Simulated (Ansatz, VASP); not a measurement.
# NbRh in VASP and in Ansatz

Contents of INCAR:

```
SYSTEM = NbRh
  ALGO = Normal
  EDIFF = 1E-6
  EDIFFG = -0.001
  ENCUT = 600
  GGA = CA
  IBRION = 2
  ISIF = 3
  ISMEAR = -1
  LASPH = .TRUE.
  LCHARG = .FALSE.
  LREAL = .FALSE.
  LWAVE = .FALSE.
  NELM = 100
  NSW = 80
  PREC = Accurate
  SIGMA = 0.15
```

The input KPOINTS:

```
k-points
0
G
  14 14 12
  0 0 0
```

File POSCAR:

```
NbRh
1.0
    2.8064099553      0.0000000000      0.0000000000
    0.0000000000      2.8064099553      0.0000000000
    0.0000000000      0.0000000000      3.8128840903
Nb Rh
1 1
Direct
    0.0000000000      0.0000000000      0.0000000000
    0.5000000000      0.5000000000      0.5000000000
```

Input for Ansatz:

```yaml
crystal:
  lattice:
    - [2.8064099553, 0.0, 0.0]
    - [0.0, 2.8064099553, 0.0]
    - [0.0, 0.0, 3.8128840903]
  atoms:
    - { symbol: Nb, position: [0.0, 0.0, 0.0] }
    - { symbol: Rh, position: [0.5, 0.5, 0.5] }
basis:
  ecutwfc: 420
kpoints:
  mp_grid: { grid: [14, 14, 12] }
hamiltonian:
  xc: lda
scf:
  occupations: { method: fermi_dirac, width: 0.15 }
output:
  forces: true
  stress: true
  eigenvalues: true
relax:
  adjacent_minimum: "off"
  f_tol: 0.001
  max_steps: 60
  cell: { stress_tol: 0.01 }
```

Alike in both runs: task relaxation of cell and atoms; functional LDA; k mesh 14 × 14 × 12; occupations fermi-dirac, width 0.15 eV; no spin polarisation.

|  | VASP | Ansatz |
| --- | --- | --- |
| version | VASP 6.6.1 | Ansatz 0.2.0 |
| potentials or method | VASP PAW LDA potentials, release 64 (Nb_sv, Rh_pv) | scalar-relativistic, plane waves, PAW |
| plane-wave cutoff (eV) | 600 | 420 |
| valence electrons in the cell | 28 | 30 |

```tsv
	VASP	Ansatz	Ansatz less VASP
gap on the k mesh at the Fermi level, each at its own relaxed structure (eV)	none	none	-
relaxed volume (Å³/atom)	15.05	15.04	-0.016
relaxed cell length with the largest relative difference (Å)	3.814	3.812	-0.0021
```

A gap of «none» marks a metal or a gap that the smearing closes. The two sets of potentials don't hold the same shells in valence.
